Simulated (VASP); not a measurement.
Here is the system:

```
CELL_PARAMETERS angstrom
      0.00000     2.07737     2.07737
      2.07737     0.00000     2.07737
      2.07737     2.07737     0.00000
ATOMIC_POSITIONS crystal
  Ti 0.00000 0.00000 0.00000
  N  0.50000 0.50000 0.50000
```

All values below come from LDA (Ceperley-Alder, Perdew-Zunger), VASP's LDA PAW potentials (set 64) (plane waves; VASP 6.6.1). Run with 620 eV cut-off, 15×15×15 Γ-centred mesh, first-order Methfessel-Paxton smearing of 0.10 eV, potentials Ti_sv N.

Problem. Estimate the energy per atom (σ→0), pressure, band gap (on the k-mesh) with the smallest direct gap where there is one.

Solution. 
- band gap (on the k-mesh) = none (metal, semimetal or under 0.01 eV)
- energy per atom (σ→0) = -10834 meV/atom
- pressure = 4.92 GPa

The absolute energy has meaning only against runs of the same code, potentials and settings.

The compound is TiN in the rock salt structure. It was relaxed first under an external pressure of 5 GPa. The electron count is odd and the run is not spin-polarised, which forces a metal.
